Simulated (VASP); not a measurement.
An input for Quantum ESPRESSO's pw.x (written as the equivalent of a VASP run, and not itself run):

```
&CONTROL
  calculation = 'vc-relax'
  pseudo_dir = './pseudo'
  outdir = './out'
  tprnfor = .true.
  tstress = .true.
  nstep = 60
  forc_conv_thr = 0.00039
/
&SYSTEM
  ibrav = 0
  nat = 2
  ntyp = 2
  ecutwfc = 80
  occupations = 'smearing'
  smearing = 'methfessel-paxton'
  degauss = 0.00735
  input_dft = 'pbe'
/
&ELECTRONS
  conv_thr = 7.3e-08
  electron_maxstep = 100
/
&IONS
/
&CELL
/
ATOMIC_SPECIES
  Mo 95.950 Mo.upf
  P 30.974 P.upf
CELL_PARAMETERS angstrom
     3.2336339    0.0000000    0.0000000
    -1.6168174    2.8004098    0.0000000
    -0.0000000    0.0000000    3.2032285
ATOMIC_POSITIONS crystal
  Mo   0.0000000  0.0000000  0.0000000
  P    0.6666670  0.3333330  0.5000000
K_POINTS automatic
  12 12 10 0 0 0
```

### Question
Write the VASP files for the same calculation (PBE).

### Answer
One answer among several that fit: 
### INCAR
```
ALGO  =  Normal
EDIFF  =  1E-6
EDIFFG  =  -0.01
ENCUT  =  400
GGA  =  PE
IBRION  =  2
ISIF  =  3
ISMEAR  =  1
LASPH  =  .TRUE.
LCHARG  =  .FALSE.
LMAXMIX  =  4
LREAL  =  .FALSE.
LWAVE  =  .FALSE.
NELM  =  100
NSW  =  60
PREC  =  Accurate
SIGMA  =  0.1
SYSTEM  =  MoP
```

### POSCAR
```
MoP
1
    3.2336338960     0.0000000153     0.0000000000
   -1.6168174214     2.8004097645     0.0000000000
   -0.0000000000     0.0000000000     3.2032285438
Mo P
1 1
Direct
  0.0000000000   0.0000000000   0.0000000000
  0.6666670000   0.3333330000   0.5000000000
```

**KPOINTS**
```
Automatic mesh
0
Gamma
12 12 10
0 0 0
```

POTCAR, in this order: Mo_sv P (PBE.64 set). Program: vasp_std.

What does not carry over: the potentials are each code's own (VASP's PAW set, PseudoDojo norm-conserving files in pw.x), so ENCUT and ecutwfc are chosen apart and not converted; conv_thr bounds pw.x's estimated SCF error, while EDIFF bounds the energy change between steps; forc_conv_thr acts on force components and is met together with etot_conv_thr.

The structure was generated: MoP was put into the WC type (P-6m2), which need not be its known phase. This run relaxes it. Symmetry was kept, so distortions that lower it aren't found. The start is the result of an earlier pass.
